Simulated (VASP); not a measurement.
Consider the following.

```
PtS2
1.0
    1.78765    -3.09629     0.00000
    1.78765     3.09629     0.00000
    0.00000     0.00000     5.80168
Pt S
1 2
Direct
  0.00000   0.00000   0.00000
  0.33333   0.66667   0.21499
  0.66667   0.33333   0.78501
```

The numbers are results of revTPSS meta-GGA, VASP's PBE PAW potentials (set 64) (plane waves; VASP 6.6.1), not measurements. Run with 520 eV cut-off, 7×7×4 Γ-centred mesh, Gaussian smearing of 0.050 eV, potentials Pt S.

Without a dispersion term in the relaxation, distances and binding between the weakly bound layers, chains or molecules are unreliable, and so is what depends on them.

Task: The ions and cell shape at fixed volume are relaxed. Predict the relaxed structure.

Result: 
```
PtS2
1.0
    1.76872    -3.06351     0.00000
    1.76872     3.06351     0.00000
    0.00000     0.00000     5.92649
Pt S
1 2
Direct
  0.00000   0.00000   0.00000
  0.33333   0.66667   0.20834
  0.66667   0.33333   0.79166
```
Space group P-3m1 (164), at a tolerance of 0.03 Å.

Task: How much energy does the relaxation gain?

Result: The energy (σ→0) changes by -7.5 meV/atom, in 6 ionic steps.

```
step  E(σ→0) (eV)  max force (eV/Å)  pressure (GPa)  volume (Å³)
----  -----------  ----------------  --------------  -----------
1         23.3579             0.404           -3.36        64.23
2         23.3430             0.190           -1.85        64.23
3         23.3373             0.038           -0.24        64.23
4         23.3373             0.057           -0.11        64.23
5         23.3358             0.028            0.06        64.23
6         23.3354             0.009            0.15        64.23
```

The compound is PtS2 in the 1T layered structure. This cell is one point of a volume scan, at 1.03 of the reference volume. Symmetry was kept, so distortions that lower it aren't found.
